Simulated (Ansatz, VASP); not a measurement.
**InH in two plane-wave programs**

Aim: how closely do two programs agree when they are given the same cell, functional and k mesh? The cell is generated by rule, not measured, and may not be a known phase. The cell is taken from a series of runs on this material, whose earlier steps may have relaxed, scaled, displaced or heated it; both programs get it as it stands.

Calculated with Ansatz 0.2.0; plane waves, with VASP 6.6.1 beside it; zone-centre phonons at PBEsol.

The structure was built from a prototype and need not be the compound's stable phase.

### Step 1. The starting structure

It takes space group P6_3mc (No. 186, hexagonal). The conventional cell has a = 3.260 Å, b = 3.260 Å, c = 6.827 Å, α = 90.00°, β = 90.00°, γ = 120.00°. Nearest to In lie 1 H at 2.02 Å. H has 1 In at 2.02 Å nearest. Farther neighbours are not listed.

Coordinates:

```
In H
1.0
     3.26018    0.00000    0.00000
    -1.63009    2.82340    0.00000
     0.00000    0.00000    6.82698
In H
2 2
Direct
  0.33333 0.66667 0.03963
  0.66667 0.33333 0.53963
  0.33333 0.66667 0.33537
  0.66667 0.33333 0.83537
```

### Step 2. VASP: zone-centre phonons, PBEsol

Second derivatives magnify differences that forces hide, and they need a tight electronic threshold.

Lines of VASP's logs that name or quote its potential files are left out, and so is its time.

The input, INCAR:

```
SYSTEM = InH
PREC = Accurate
ENCUT = 500
EDIFF = 1E-08
NELM = 120
ISMEAR = 1
SIGMA = 0.2
LREAL = .FALSE.
ALGO = Normal
GGA = PS
NBANDS = 20
LORBIT = 11
LWAVE = .FALSE.
LCHARG = .FALSE.
ISIF = 2
IBRION = 8
LASPH = .TRUE.
GGA_COMPAT = .FALSE.
KPAR = 2
```

The input, POSCAR:

```
InH
1.0
    3.2601836778      0.0000000000      0.0000000000
   -1.6300918389      2.8234018859      0.0000000000
    0.0000000000      0.0000000000      6.8269828696
In H
2 2
Direct
    0.3333333334      0.6666666668      0.0396338471
    0.6666666668      0.3333333334      0.5396338471
    0.3333333334      0.6666666668      0.3353661529
    0.6666666668      0.3333333334      0.8353661529
```

The input, KPOINTS:

```
Automatic mesh
0
Gamma
15 15 8
0 0 0
```

PAW data sets: In_d and H (PBE family, release 64).

Command:

```
$ mpirun -np 2 vasp_std
```

Numbers of over 12 decimals in the logs are rounded to 6 here.

The program printed:

```text
[banner, memory and clock lines left out]
running    2 mpi-ranks, on    1 nodes
 distrk:  each k-point on    1 cores,    2 groups
 distr:  one band on    1 cores,    1 groups

 POSCAR found type information on POSCAR InH
 POSCAR found :  2 types and       4 ions
|                                                                             |
|               ----> ADVICE to this user running VASP <----                  |
|                                                                             |
|     You enforced a specific xc type in the INCAR file but a different       |
|     [... a line on the potential file left out ...]
|     I HOPE YOU KNOW WHAT YOU ARE DOING!                                     |
|                                                                             |

 LDA part: xc-table for (Slater+PW92), standard interpolation
 POSCAR, INCAR and KPOINTS ok, starting setup
 FFT: planning ... GRIDC
 FFT: planning ... GRID_SOFT
 FFT: planning ... GRID
 WAVECAR not read
 entering main loop
       N       E                     dE             d eps       ncg     rms          rms(c)
DAV:   1     0.216005630407E+03    0.21601E+03   -0.13660E+04  5400   0.180E+03
DAV:   2     0.482649108168E+01   -0.21118E+03   -0.20696E+03  5416   0.381E+02
DAV:   3    -0.108455615326E+02   -0.15672E+02   -0.15482E+02  6480   0.122E+02
DAV:   4    -0.113108818753E+02   -0.46532E+00   -0.46477E+00  6300   0.229E+01
DAV:   5    -0.113367754730E+02   -0.25894E-01   -0.25892E-01  7896   0.458E+00    0.489E+00
DAV:   6    -0.109558100071E+02    0.38097E+00   -0.57628E-01  7196   0.947E+00    0.235E+00
DAV:   7    -0.109054913019E+02    0.50319E-01   -0.34891E-01  7484   0.429E+00    0.616E-01
DAV:   8    -0.109053682252E+02    0.12308E-03   -0.34218E-02  6164   0.205E+00    0.232E-01
DAV:   9    -0.109054491418E+02   -0.80917E-04   -0.17894E-03  8188   0.395E-01    0.243E-01
DAV:  10    -0.109055040401E+02   -0.54898E-04   -0.13088E-04  6052   0.731E-02    0.693E-02
DAV:  11    -0.109054905798E+02    0.13460E-04   -0.71599E-05  7208   0.872E-02    0.680E-02
DAV:  12    -0.109054907763E+02   -0.19646E-06   -0.10267E-05  6748   0.228E-02    0.537E-03
DAV:  13    -0.109054911030E+02   -0.32677E-06   -0.81749E-07  7544   0.573E-03    0.759E-03
DAV:  14    -0.109054909307E+02    0.17237E-06   -0.11042E-07  4956   0.276E-03    0.692E-04
DAV:  15    -0.109054908953E+02    0.35390E-07   -0.14439E-08  3580   0.127E-03    0.323E-04
DAV:  16    -0.109054908976E+02   -0.22669E-08   -0.45805E-09  2928   0.942E-04
   1 F= -.10905491E+02 E0= -.10906858E+02  d E =0.410139E-02
 Linear response reoptimize wavefunctions to high precision
DAV:   1    -0.109054908843E+02    0.13259E-07   -0.18240E-09  3160   0.624E-04
DAV:   2    -0.109054908844E+02   -0.72760E-10   -0.63037E-10  2900   0.257E-04
 Linear response DOF=           4
 Linear response progress:
  Degree of freedom:   1/  4
       N       E                     dE             d eps       ncg     rms          rms(c)
RMM:   1    -0.225260108286E+00   -0.22526E+00   -0.13134E-01 49380   0.425E+00
RMM:   2    -0.228394069952E+00   -0.31340E-02   -0.16490E-02 59614   0.972E-01    0.531E-02
RMM:   3    -0.228245649904E+00    0.14842E-03   -0.14998E-03 61637   0.300E-01    0.206E-02
RMM:   4    -0.228059255575E+00    0.18639E-03   -0.13594E-04 64085   0.984E-02    0.172E-02
RMM:   5    -0.227985856454E+00    0.73399E-04   -0.33031E-05 63593   0.352E-02    0.541E-03
RMM:   6    -0.227935978491E+00    0.49878E-04   -0.97802E-06 65312   0.146E-02    0.290E-03
RMM:   7    -0.227922689768E+00    0.13289E-04   -0.63834E-06 67362   0.517E-03    0.102E-03
RMM:   8    -0.227914635506E+00    0.80543E-05   -0.18524E-06 67160   0.225E-03    0.163E-03
RMM:   9    -0.227920277788E+00   -0.56423E-05   -0.14898E-06 68830   0.107E-03    0.428E-04
RMM:  10    -0.227919571999E+00    0.70579E-06   -0.52122E-07 74263   0.510E-04    0.680E-04
RMM:  11    -0.227921573830E+00   -0.20018E-05   -0.25845E-07 67854   0.310E-04    0.316E-04
RMM:  12    -0.227920931022E+00    0.64281E-06   -0.27242E-07 70832   0.150E-04    0.270E-04
RMM:  13    -0.227921156213E+00   -0.22519E-06   -0.13869E-07 71228   0.858E-05    0.302E-04
RMM:  14    -0.227920231231E+00    0.92498E-06   -0.76367E-08 68808   0.655E-05    0.134E-04
RMM:  15    -0.227920126477E+00    0.10475E-06   -0.47539E-08 71502   0.364E-05    0.896E-05
RMM:  16    -0.227920170029E+00   -0.43552E-07   -0.26652E-08 79647   0.234E-05    0.487E-05
RMM:  17    -0.227920139428E+00    0.30601E-07   -0.15092E-08 81987   0.178E-05    0.842E-06
RMM:  18    -0.227920114689E+00    0.24740E-07   -0.69960E-09 79987   0.138E-05    0.240E-06
RMM:  19    -0.227920108918E+00    0.57710E-08   -0.18362E-09 70091   0.116E-05    0.682E-07
 first order change of Fermi-energy   0.19142E-05
 force on displaced ion       1 direction 1 :  -0.057  -0.000   0.000
 Linear response progress:
  Degree of freedom:   2/  4
       N       E                     dE             d eps       ncg     rms          rms(c)
RMM:   1    -0.252414407202E+00   -0.25241E+00   -0.13098E-01 10350   0.444E+00
RMM:   2    -0.254116423998E+00   -0.17020E-02   -0.16619E-02 12934   0.108E+00    0.871E-02
RMM:   3    -0.254254829547E+00   -0.13841E-03   -0.23596E-03 13299   0.367E-01    0.384E-02
RMM:   4    -0.254156412863E+00    0.98417E-04   -0.29803E-04 14315   0.133E-01    0.232E-02
RMM:   5    -0.254168544088E+00   -0.12131E-04   -0.65827E-05 14064   0.493E-02    0.135E-02
RMM:   6    -0.254185524731E+00   -0.16981E-04   -0.58374E-05 14011   0.194E-02    0.187E-03
RMM:   7    -0.254183161939E+00    0.23628E-05   -0.52616E-06 14356   0.666E-03    0.132E-03
RMM:   8    -0.254183876819E+00   -0.71488E-06   -0.14169E-05 14376   0.303E-03    0.694E-04
RMM:   9    -0.254181199918E+00    0.26769E-05    0.82565E-06 13270   0.151E-03    0.286E-04
RMM:  10    -0.254181718246E+00   -0.51833E-06   -0.13111E-06 15235   0.719E-04    0.171E-04
RMM:  11    -0.254181385692E+00    0.33255E-06    0.12481E-06 14195   0.341E-04    0.104E-04
RMM:  12    -0.254181267102E+00    0.11859E-06    0.20239E-07 13114   0.202E-04    0.234E-05
RMM:  13    -0.254181275469E+00   -0.83665E-08    0.80648E-07 16207   0.103E-04    0.370E-05
RMM:  14    -0.254181319838E+00   -0.44369E-07    0.51677E-08 15452   0.519E-05    0.339E-05
RMM:  15    -0.254181317738E+00    0.21004E-08    0.32366E-07 16206   0.307E-05    0.373E-05
RMM:  16    -0.254181339540E+00   -0.21802E-07   -0.30906E-08 13896   0.224E-05    0.187E-05
RMM:  17    -0.254181338033E+00    0.15074E-08    0.11836E-07 14507   0.174E-05    0.784E-06
RMM:  18    -0.254181341666E+00   -0.36337E-08    0.30956E-08 13961   0.125E-05    0.360E-06
 first order change of Fermi-energy   0.99586E-01
 force on displaced ion       1 direction 3 :  -0.000  -0.000  -3.815
 Linear response progress:
  Degree of freedom:   3/  4
       N       E                     dE             d eps       ncg     rms          rms(c)
RMM:   1    -0.140938404015E-01   -0.14094E-01    0.21928E-03 60463   0.576E-01
RMM:   2    -0.140941925295E-01   -0.35213E-06   -0.60284E-04 51880   0.186E-01    0.529E-02
RMM:   3    -0.143296017443E-01   -0.23541E-03   -0.10048E-04 64039   0.698E-02    0.296E-02
RMM:   4    -0.147207686469E-01   -0.39117E-03   -0.36602E-05 56043   0.323E-02    0.255E-03
RMM:   5    -0.147491439452E-01   -0.28375E-04   -0.30897E-06 66755   0.134E-02    0.276E-03
RMM:   6    -0.147485173983E-01    0.62655E-06   -0.45694E-07 68889   0.396E-03    0.320E-03
RMM:   7    -0.147488690744E-01   -0.35168E-06   -0.90685E-08 69132   0.160E-03    0.422E-03
RMM:   8    -0.147503856754E-01   -0.15166E-05    0.28228E-08 61363   0.926E-04    0.293E-03
RMM:   9    -0.147499189378E-01    0.46674E-06   -0.44964E-08 66072   0.422E-04    0.198E-03
RMM:  10    -0.147499844191E-01   -0.65481E-07   -0.56107E-08 70069   0.160E-04    0.142E-03
RMM:  11    -0.147499967178E-01   -0.12299E-07   -0.77175E-10 70262   0.677E-05    0.120E-03
RMM:  12    -0.147498996378E-01    0.97080E-07    0.46124E-09 73624   0.145E-04    0.152E-04
RMM:  13    -0.147498731264E-01    0.26511E-07   -0.85591E-09 69102   0.321E-05    0.166E-04
RMM:  14    -0.147498879288E-01   -0.14802E-07    0.66370E-10 65220   0.124E-05    0.100E-04
RMM:  15    -0.147498962502E-01   -0.83213E-08    0.62457E-10 64582   0.115E-05    0.506E-06
 first order change of Fermi-energy   0.24313E-05
 force on displaced ion       3 direction 1 :   0.148   0.001  -0.000
 Linear response progress:
  Degree of freedom:   4/  4
       N       E                     dE             d eps       ncg     rms          rms(c)
RMM:   1    -0.167478273561E-01   -0.16748E-01    0.20432E-03 14712   0.862E-01
RMM:   2    -0.153217274364E-01    0.14261E-02   -0.31870E-03 10998   0.377E-01    0.111E-01
RMM:   3    -0.154421652143E-01   -0.12044E-03   -0.64697E-04 12753   0.135E-01    0.531E-02
RMM:   4    -0.157724766470E-01   -0.33031E-03   -0.20459E-04 12139   0.509E-02    0.103E-02
RMM:   5    -0.158221392638E-01   -0.49663E-04   -0.14619E-05 13715   0.234E-02    0.124E-02
RMM:   6    -0.158228150029E-01   -0.67574E-06    0.76113E-06 13128   0.905E-03    0.930E-03
RMM:   7    -0.158530281788E-01   -0.30213E-04   -0.55911E-06 13511   0.387E-03    0.534E-03
RMM:   8    -0.158590091408E-01   -0.59810E-05   -0.61725E-06 12280   0.232E-03    0.158E-03
RMM:   9    -0.158584591755E-01    0.54997E-06    0.87683E-07 14599   0.841E-04    0.185E-03
RMM:  10    -0.158583650488E-01    0.94127E-07    0.95570E-09 14522   0.299E-04    0.201E-03
RMM:  11    -0.158583581310E-01    0.69178E-08   -0.32090E-07 13488   0.224E-04    0.211E-03
RMM:  12    -0.158579325641E-01    0.42557E-06   -0.32781E-07 20590   0.107E-03    0.177E-03
 first order change of Fermi-energy  -0.99427E-01
 force on displaced ion       3 direction 3 :  -0.000  -0.000  -1.706
 Linear response finished
```

OUTCAR, selected parts (step 2):

```text
ion  position               nearest neighbor table
   1  0.333  0.667  0.040-   3 2.02   4 2.34   4 2.34   4 2.34   2 3.90   2 3.90   2 3.90   2 3.90
                             2 3.90   2 3.90
   2  0.667  0.333  0.540-   4 2.02   3 2.34   3 2.34   3 2.34   1 3.90   1 3.90   1 3.90   1 3.90
                             1 3.90   1 3.90
   3  0.333  0.667  0.335-   1 2.02   2 2.34   2 2.34   2 2.34
   4  0.667  0.333  0.835-   2 2.02   1 2.34   1 2.34   1 2.34

  LATTYP: Found a hexagonal cell.
 ALAT       =     3.2601836778
 C/A-ratio  =     2.0940485397

 Subroutine GETGRP returns: Found 12 space group operations
 (whereof  6 operations were pure point group operations)

The static configuration has the point symmetry C_3v.
 The point group associated with its full space group is C_6v.

 Found    135 irreducible k-points:

   k-points           NKPTS =    135   k-points in BZ     NKDIM =    135   number of bands    NBANDS=     20

   dimension x,y,z NGX =    24 NGY =   24 NGZ =   50
   dimension x,y,z NGXF=    48 NGYF=   48 NGZF=  100

   ENCUT  =  500.0 eV  36.75 Ry    6.06 a.u.   5.94  5.94 12.45*2*pi/ulx,y,z

   NELECT =      28.0000    total number of electrons

 k-points in reciprocal lattice and weights: Automatic mesh
   0.00000000  0.00000000  0.00000000       0.001
   0.06666667  0.00000000  0.00000000       0.003
   0.13333333  0.00000000  0.00000000       0.003
   0.20000000  0.00000000  0.00000000       0.003
   0.26666667  0.00000000  0.00000000       0.003
   0.33333333  0.00000000  0.00000000       0.003
   0.40000000 -0.00000000  0.00000000       0.003
   0.46666667  0.00000000  0.00000000       0.003
   0.06666667  0.06666667  0.00000000       0.003
[...]
0.33333333  0.26666667  0.50000000       0.007
   0.33333333  0.33333333  0.50000000       0.001

 average (electrostatic) potential at core
       1 -94.9954       2 -94.9954       3 -30.4680       4 -30.4680

  Total       -0.0294855     -0.0294855     -0.0288722      0.0000000      0.0000000     -0.0000000
  in kB       -0.7517536     -0.7517536     -0.7361171      0.0000000      0.0000000     -0.0000000
  external PRESSURE =      -0.7465414 kB  Pullay stress =       0.0000000 kB

  energy-cutoff  :      500.00
  volume of cell :       62.84
      direct lattice vectors                 reciprocal lattice vectors
     3.260183678  0.000000000  0.000000000     0.306731184  0.177091332  0.000000000
    -1.630091839  2.823401886  0.000000000     0.000000000  0.354182663  0.000000000
     0.000000000  0.000000000  6.826982870     0.000000000  0.000000000  0.146477590

 POSITION                                       TOTAL-FORCE (eV/Angst)
 -----------------------------------------------------------------------------------
      0.00000      1.88227      0.27058        -0.000000     -0.000000      0.000153
      1.63009      0.94113      3.68407         0.000000     -0.000000      0.000153
      0.00000      1.88227      2.28954        -0.000000      0.000000     -0.000153
      1.63009      0.94113      5.70303        -0.000000     -0.000000     -0.000153
 -----------------------------------------------------------------------------------
    total drift:                               -0.000000      0.000000     -0.000265

 Eigenvectors and eigenvalues of the dynamical matrix
 ----------------------------------------------------

   1 f  =   21.996565 THz   138.208492 2PiTHz  733.726418 cm-1    90.970441 meV
             X         Y         Z           dx          dy          dz
      0.000000  1.882268  0.270580     0.000000   -0.000000   -0.071101
      1.630092  0.941134  3.684071    -0.000000    0.000000   -0.071101
      0.000000  1.882268  2.289539     0.000000   -0.000000    0.703523
      1.630092  0.941134  5.703030     0.000000   -0.000000    0.703523

   2 f  =   19.149714 THz   120.321199 2PiTHz  638.765686 cm-1    79.196816 meV
             X         Y         Z           dx          dy          dz
      0.000000  1.882268  0.270580     0.000000   -0.000000   -0.126981
      1.630092  0.941134  3.684071    -0.000000    0.000000    0.126981
      0.000000  1.882268  2.289539     0.000000   -0.000000    0.695612
      1.630092  0.941134  5.703030     0.000000   -0.000000   -0.695612

   3 f  =    1.187932 THz     7.463997 2PiTHz   39.625149 cm-1     4.912890 meV
             X         Y         Z           dx          dy          dz
      0.000000  1.882268  0.270580     0.700623   -0.000044   -0.000000
      1.630092  0.941134  3.684071    -0.700623    0.000044    0.000000
      0.000000  1.882268  2.289539    -0.095537    0.000006   -0.000000
      1.630092  0.941134  5.703030     0.095537   -0.000006    0.000000

   4 f  =    1.187932 THz     7.463997 2PiTHz   39.625149 cm-1     4.912890 meV
             X         Y         Z           dx          dy          dz
      0.000000  1.882268  0.270580     0.000044    0.700623    0.000000
      1.630092  0.941134  3.684071    -0.000044   -0.700623   -0.000000
      0.000000  1.882268  2.289539    -0.000006   -0.095537    0.000000
      1.630092  0.941134  5.703030     0.000006    0.095537   -0.000000

   5 f  =    0.103226 THz     0.648590 2PiTHz    3.443261 cm-1     0.426910 meV
             X         Y         Z           dx          dy          dz
      0.000000  1.882268  0.270580    -0.705596    0.007145   -0.000000
      1.630092  0.941134  3.684071    -0.705596    0.007145   -0.000000
      0.000000  1.882268  2.289539    -0.045633    0.000462   -0.000000
      1.630092  0.941134  5.703030    -0.045633    0.000462   -0.000000

   6 f  =    0.103226 THz     0.648590 2PiTHz    3.443261 cm-1     0.426910 meV
             X         Y         Z           dx          dy          dz
      0.000000  1.882268  0.270580     0.007145    0.705596   -0.000000
      1.630092  0.941134  3.684071     0.007145    0.705596   -0.000000
      0.000000  1.882268  2.289539     0.000462    0.045633   -0.000000
      1.630092  0.941134  5.703030     0.000462    0.045633   -0.000000

   7 f/i=    0.168677 THz     1.059828 2PiTHz    5.626455 cm-1     0.697591 meV
             X         Y         Z           dx          dy          dz
      0.000000  1.882268  0.270580    -0.000000    0.000000    0.703523
      1.630092  0.941134  3.684071    -0.000000    0.000000    0.703523
      0.000000  1.882268  2.289539    -0.000000    0.000000    0.071101
      1.630092  0.941134  5.703030    -0.000000    0.000000    0.071101

   8 f/i=    0.682486 THz     4.288188 2PiTHz   22.765293 cm-1     2.822535 meV
             X         Y         Z           dx          dy          dz
      0.000000  1.882268  0.270580    -0.000000    0.000000   -0.695612
      1.630092  0.941134  3.684071    -0.000000    0.000000    0.695612
      0.000000  1.882268  2.289539     0.000000   -0.000000   -0.126981
      1.630092  0.941134  5.703030     0.000000   -0.000000    0.126981

   9 f/i=    3.624647 THz    22.774327 2PiTHz  120.905201 cm-1    14.990328 meV
             X         Y         Z           dx          dy          dz
      0.000000  1.882268  0.270580    -0.000000    0.045635    0.000000
      1.630092  0.941134  3.684071    -0.000000    0.045635   -0.000000
      0.000000  1.882268  2.289539     0.000005   -0.705633    0.000000
      1.630092  0.941134  5.703030     0.000005   -0.705633   -0.000000

  10 f/i=    3.624647 THz    22.774327 2PiTHz  120.905201 cm-1    14.990328 meV
             X         Y         Z           dx          dy          dz
      0.000000  1.882268  0.270580     0.045635    0.000000   -0.000000
      1.630092  0.941134  3.684071     0.045635    0.000000    0.000000
      0.000000  1.882268  2.289539    -0.705633   -0.000005   -0.000000
      1.630092  0.941134  5.703030    -0.705633   -0.000005    0.000000

  11 f/i=    7.756475 THz    48.735367 2PiTHz  258.728144 cm-1    32.078187 meV
             X         Y         Z           dx          dy          dz
      0.000000  1.882268  0.270580    -0.000000    0.095537    0.000000
      1.630092  0.941134  3.684071     0.000000   -0.095537   -0.000000
      0.000000  1.882268  2.289539    -0.000002    0.700623   -0.000000
      1.630092  0.941134  5.703030     0.000002   -0.700623   -0.000000

  12 f/i=    7.756475 THz    48.735367 2PiTHz  258.728144 cm-1    32.078187 meV
             X         Y         Z           dx          dy          dz
      0.000000  1.882268  0.270580     0.095537    0.000000    0.000000
      1.630092  0.941134  3.684071    -0.095537   -0.000000    0.000000
      0.000000  1.882268  2.289539     0.700623    0.000002   -0.000000
      1.630092  0.941134  5.703030    -0.700623   -0.000002    0.000000

 ELASTIC MODULI CONTR FROM IONIC RELAXATION (kBar)
 Direction    XX          YY          ZZ          XY          YZ          ZX
 --------------------------------------------------------------------------------
 XX         -51.6697    -31.0283     86.8944      0.0000     -0.0000     -0.0000
 YY         -31.0283    -51.6697     86.8944      0.0000      0.0000     -0.0000
 ZZ          86.8944     86.8944   -182.6074     -0.0000      0.0000      0.0000
 XY           0.0000      0.0000     -0.0000    -10.3207      0.0000     -0.0000
 YZ           0.0000      0.0000      0.0000      0.0000     -0.0334      0.0000
 ZX          -0.0000     -0.0000      0.0000     -0.0000      0.0000  -3138.7141
 --------------------------------------------------------------------------------
```

(Continued in part 2 of 2.)

[Lines on the potential files, build, host, timing and source positions are cut from VASP's logs without a mark.]

[Logs are printed without paths, hosts, clocks, repeated set-up lines and the standing remarks that a program may print on its own settings, such as how far it seeks lower states.]

[Hosts, paths, dates, database ids (printed as entryN), source tags and the programs' standing remarks are cut or masked in the printed files.]
